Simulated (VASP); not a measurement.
OSZICAR of a VASP run on SnO (relaxed from the wurtzite structure, space group P6_3mc):

File OSZICAR:
```
       N       E                     dE             d eps       ncg     rms          rms(c)
DAV:   1     0.441117640686E+03    0.44112E+03   -0.23247E+04  2336   0.294E+03
DAV:   2     0.377862438801E+02   -0.40333E+03   -0.39581E+03  2448   0.644E+02
DAV:   3    -0.232097220892E+02   -0.60996E+02   -0.60566E+02  2856   0.210E+02
DAV:   4    -0.255190000371E+02   -0.23093E+01   -0.23076E+01  2544   0.455E+01
DAV:   5    -0.255850171683E+02   -0.66017E-01   -0.66009E-01  3008   0.775E+00    0.106E+01
DAV:   6    -0.227311393597E+02    0.28539E+01   -0.22362E+01  3768   0.539E+01    0.556E+00
DAV:   7    -0.225650423611E+02    0.16610E+00   -0.22527E+00  2672   0.105E+01    0.227E+00
DAV:   8    -0.225457990214E+02    0.19243E-01   -0.37263E-01  2720   0.395E+00    0.736E-01
DAV:   9    -0.225352506700E+02    0.10548E-01   -0.50125E-02  3888   0.235E+00    0.182E-01
DAV:  10    -0.225359909500E+02   -0.74028E-03   -0.70560E-03  3112   0.824E-01    0.125E-01
DAV:  11    -0.225357358554E+02    0.25509E-03   -0.16112E-03  3536   0.343E-01    0.167E-02
DAV:  12    -0.225357504465E+02   -0.14591E-04   -0.13423E-04  2488   0.795E-02    0.188E-02
DAV:  13    -0.225357487012E+02    0.17453E-05   -0.55147E-06  2848   0.206E-02    0.813E-03
DAV:  14    -0.225357479362E+02    0.76505E-06   -0.23601E-06  1912   0.126E-02
   1 F= -.20559919E+02 E0= -.20559966E+02  d E =-.205599E+02
       N       E                     dE             d eps       ncg     rms          rms(c)
DAV:   1    -0.225460184902E+02   -0.10270E-01   -0.12757E-01  2944   0.514E+00    0.397E-01
DAV:   2    -0.225430250818E+02    0.29934E-02   -0.14401E-02  3000   0.128E+00    0.134E-01
DAV:   3    -0.225424821902E+02    0.54289E-03   -0.15313E-03  3056   0.772E-01    0.599E-02
DAV:   4    -0.225423818143E+02    0.10038E-03   -0.41595E-04  3528   0.309E-01    0.174E-02
DAV:   5    -0.225423710886E+02    0.10726E-04   -0.56676E-05  2864   0.772E-02    0.688E-03
DAV:   6    -0.225423691808E+02    0.19078E-05   -0.25598E-06  1856   0.212E-02    0.310E-03
DAV:   7    -0.225423690468E+02    0.13398E-06   -0.10272E-06  1360   0.110E-02
   2 F= -.20560235E+02 E0= -.20560333E+02  d E =-.315802E-03
       N       E                     dE             d eps       ncg     rms          rms(c)
DAV:   1    -0.225510462900E+02   -0.86771E-02   -0.10238E-01  2920   0.460E+00    0.356E-01
DAV:   2    -0.225486416141E+02    0.24047E-02   -0.11578E-02  2992   0.115E+00    0.120E-01
DAV:   3    -0.225482065166E+02    0.43510E-03   -0.12288E-03  3056   0.689E-01    0.537E-02
DAV:   4    -0.225481258832E+02    0.80633E-04   -0.33367E-04  3488   0.276E-01    0.156E-02
DAV:   5    -0.225481169376E+02    0.89456E-05   -0.45068E-05  2824   0.689E-02    0.614E-03
DAV:   6    -0.225481153107E+02    0.16269E-05   -0.19909E-06  1680   0.189E-02    0.273E-03
DAV:   7    -0.225481152001E+02    0.11060E-06   -0.87532E-07  1224   0.996E-03
   3 F= -.20560317E+02 E0= -.20560467E+02  d E =-.397723E-03
       N       E                     dE             d eps       ncg     rms          rms(c)
DAV:   1    -0.225495987173E+02   -0.14834E-02   -0.23428E-02  2696   0.142E+00    0.785E-02
DAV:   2    -0.225495194621E+02    0.79255E-04   -0.93751E-04  2680   0.294E-01    0.265E-02
DAV:   3    -0.225494984891E+02    0.20973E-04   -0.66485E-05  2920   0.151E-01    0.111E-02
DAV:   4    -0.225494944553E+02    0.40337E-05   -0.18453E-05  3568   0.637E-02    0.303E-03
DAV:   5    -0.225494937526E+02    0.70272E-06   -0.23835E-06  1888   0.158E-02
   4 F= -.20560470E+02 E0= -.20560635E+02  d E =-.152341E-03
       N       E                     dE             d eps       ncg     rms          rms(c)
DAV:   1    -0.225545085990E+02   -0.50141E-02   -0.21118E-01  2696   0.427E+00    0.235E-01
DAV:   2    -0.225537910842E+02    0.71751E-03   -0.83808E-03  2680   0.880E-01    0.793E-02
DAV:   3    -0.225536006569E+02    0.19043E-03   -0.59669E-04  2904   0.452E-01    0.331E-02
DAV:   4    -0.225535683927E+02    0.32264E-04   -0.16400E-04  3552   0.190E-01    0.901E-03
DAV:   5    -0.225535656908E+02    0.27019E-05   -0.22227E-05  2504   0.473E-02    0.419E-03
DAV:   6    -0.225535644659E+02    0.12249E-05   -0.93827E-07  1520   0.147E-02    0.145E-03
DAV:   7    -0.225535642990E+02    0.16691E-06   -0.43781E-07  1192   0.844E-03
   5 F= -.20560858E+02 E0= -.20561072E+02  d E =-.541234E-03
       N       E                     dE             d eps       ncg     rms          rms(c)
DAV:   1    -0.225651762954E+02   -0.11612E-01   -0.84669E-01  2696   0.859E+00    0.469E-01
DAV:   2    -0.225623053968E+02    0.28709E-02   -0.33276E-02  2680   0.176E+00    0.158E-01
DAV:   3    -0.225615425662E+02    0.76283E-03   -0.23858E-03  2904   0.901E-01    0.655E-02
DAV:   4    -0.225614193501E+02    0.12322E-03   -0.64972E-04  3560   0.378E-01    0.177E-02
DAV:   5    -0.225614121711E+02    0.71790E-05   -0.87994E-05  2520   0.942E-02    0.820E-03
DAV:   6    -0.225614087610E+02    0.34100E-05   -0.38539E-06  2144   0.288E-02    0.298E-03
DAV:   7    -0.225614084759E+02    0.28513E-06   -0.18137E-06  1576   0.158E-02
   6 F= -.20561326E+02 E0= -.20561647E+02  d E =-.100851E-02
```

**Question.** Which electronic solver shows in the log?

**Answer.** It is blocked Davidson (ALGO = Normal, or the opening steps of other solvers). The INCAR had ALGO = Normal.

**Question.** Can the final energy be trusted as converged?

**Answer.** Self-consistency was reached. It stopped with EDIFF = 1E-6, NELM = 100, NSW = 40 and EDIFFG = -0.02 after 6 ionic steps (PBEsol GGA, plane waves, VASP's PBE PAW potentials (set 64)).

The structure was generated: SnO was put into the wurtzite type (P6_3mc), which need not be its known phase. This run relaxes it under an external pressure of 5 GPa. Symmetry was kept, so distortions that lower it aren't found.
